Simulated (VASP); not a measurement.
```xyz
3
Lattice="4.0479 0.0000 0.0000 -2.0239 3.5056 0.0000 0.0000 0.0000 4.2574" Properties=species:S:1:pos:R:3 pbc="T T T"
Si     0.0000     2.3370     2.1287
Si     2.0239     1.1685     2.1287
Eu    -2.0239     3.5056     4.2574
```

The numbers are results of PBEsol GGA, VASP's PBE PAW potentials (set 64) (plane waves; VASP), not measurements. Numerical set-up: 400 eV cut-off, Gaussian smearing of 0.050 eV, potentials Si Eu_2.

The 4f electrons are frozen in the core of the lanthanide potential, so 4f levels, which can set the real gap, and their magnetism are missing.

Problem. Give the energies of bands 5 to 11 at the high-symmetry points, in eV from the Fermi level.

Solution. 
```
band      Γ      M      K      A      L      H
----  -----  -----  -----  -----  -----  -----
5     -2.84  -8.30  -8.39  -5.15  -7.39  -8.71
6     -2.84  -3.49  -5.72  -2.32  -4.10  -4.50
7     -2.01  -2.23  -1.30  -2.32  -2.40  -1.84
8     -0.61  -1.82  -1.30  -0.10  -1.99  -1.84
9     -0.55   0.98   1.94  -0.10   0.14   2.48
10     1.64   2.81   1.94   0.06   4.47   3.59
11     1.64   3.17   2.58   2.15   5.39   3.59
```

It has no gap at this level: it comes out as a metal or semimetal.

The structure comes from a measured EuSi2 entry (P6/mmm) of the Crystallography Open Database, whose conditions weren't checked. It was relaxed first, which changed the volume by -5 %.
